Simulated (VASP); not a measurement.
OSZICAR of a VASP run on KF (rock salt):

OSZICAR:
```
       N       E                     dE             d eps       ncg     rms          rms(c)
DAV:   1     0.126695514104E+03    0.12670E+03   -0.85646E+03   696   0.132E+03
DAV:   2    -0.491855240595E+01   -0.13161E+03   -0.11858E+03   852   0.347E+02
DAV:   3    -0.101205149479E+02   -0.52020E+01   -0.51780E+01   908   0.666E+01
DAV:   4    -0.102516162739E+02   -0.13110E+00   -0.13103E+00  1036   0.101E+01
DAV:   5    -0.102535561611E+02   -0.19399E-02   -0.19398E-02   904   0.118E+00    0.632E+00
DAV:   6    -0.914045527102E+01    0.11131E+01   -0.39391E+00   760   0.195E+01    0.461E+00
DAV:   7    -0.909604884414E+01    0.44406E-01   -0.13048E-01   932   0.323E+00    0.286E+00
DAV:   8    -0.907163972200E+01    0.24409E-01   -0.46199E-02   768   0.254E+00    0.210E-01
DAV:   9    -0.907177496009E+01   -0.13524E-03   -0.51443E-03  1028   0.594E-01    0.109E-01
DAV:  10    -0.907186190337E+01   -0.86943E-04   -0.63883E-04   852   0.288E-01    0.524E-02
DAV:  11    -0.907184206403E+01    0.19839E-04   -0.82304E-05   856   0.102E-01    0.140E-02
DAV:  12    -0.907184326624E+01   -0.12022E-05   -0.23309E-06   780   0.168E-02    0.337E-03
DAV:  13    -0.907184329074E+01   -0.24496E-07   -0.24446E-07   544   0.589E-03
   1 F= -.90718433E+01 E0= -.90718433E+01  d E =-.907184E+01
```

Task: Which electronic solver shows in the log?

Result: It is blocked Davidson (ALGO = Normal, or the opening steps of other solvers). The INCAR had ALGO = Normal.

Task: Can the final energy be trusted as converged?

Result: The calculation finished and met its thresholds. It stopped with EDIFF = 1E-6, NELM = 100, NSW = 60 and EDIFFG = -0.01 after 1 ionic step (LDA (Ceperley-Alder, Perdew-Zunger), plane waves, VASP's LDA PAW potentials (set 64)).

The compound is KF in the rock salt structure. It was relaxed first, which changed the volume by -10 %. The start is the result of an earlier pass.
